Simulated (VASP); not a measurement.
The input files of a VASP run:

KPOINTS:
```
Regular mesh
0
G
  10 10 5
0 0 0
```

### POSCAR
```
PbI2
1
    1.7483743515    -3.0283068263     0.0000000000
    1.7483743515     3.0283068263    -0.0000000000
   -0.0000000000     0.0000000000     6.7813961434
Pb I
1 2
Direct
  0.0000000000   0.0000000000   0.0000000000
  0.3333330000   0.6666670000   0.3198682197
  0.6666670000   0.3333330000   0.6801317803
```

### INCAR
```
! general
SYSTEM  = PbI2
PREC    = Accurate
ENCUT   = 500
LREAL   = .FALSE.
LASPH   = .TRUE.

! electronic loop
EDIFF   = 1E-6
NELM    = 100
ALGO    = Normal
LMAXMIX = 4

! smearing
ISMEAR  = 1
SIGMA   = 0.1

! functional
GGA     = PS

! ions
IBRION  = 2
NSW     = 40
ISIF    = 3
EDIFFG  = -0.02
PSTRESS = 300

! output
LWAVE   = .FALSE.
LCHARG  = .FALSE.
```

POTCAR, in this order: Pb_d I (PBE.64 set). Program: vasp_std.

Write an equivalent input for Ansatz.

One equivalent input (not run):
Ansatz 0.2 input:
```yaml
crystal:
  lattice:
    - [1.7483744, -3.0283068, 0.0000000]
    - [1.7483744, 3.0283068, 0.0000000]
    - [0.0000000, 0.0000000, 6.7813961]
  atoms:
    - { symbol: Pb, position: [0.0000000, 0.0000000, 0.0000000] }
    - { symbol: I, position: [0.3333330, 0.6666670, 0.3198682] }
    - { symbol: I, position: [0.6666670, 0.3333330, 0.6801318] }
kpoints:
  mp_grid: { grid: [10, 10, 5] }
hamiltonian:
  xc: pbesol
  pseudopotentials: { kind: paw }
scf:
  occupations: { method: methfessel_paxton, width: 0.1 }
  max_iter: 100
relax:
  max_steps: 40
  f_tol: 0.02
  cell: { p_target: 30 }
output: { forces: true, stress: true, eigenvalues: true }
```
What does not carry over: each code has its own PAW files, so the cut-off isn't converted (ENCUT is set for VASP's; basis.ecutwfc is left out, and Ansatz then takes the one that its files recommend); Ansatz stops its SCF on the density residual and VASP on the energy change (EDIFF).

The compound is PbI2 in the 1T layered structure. It was relaxed first under an external pressure of 30 GPa.
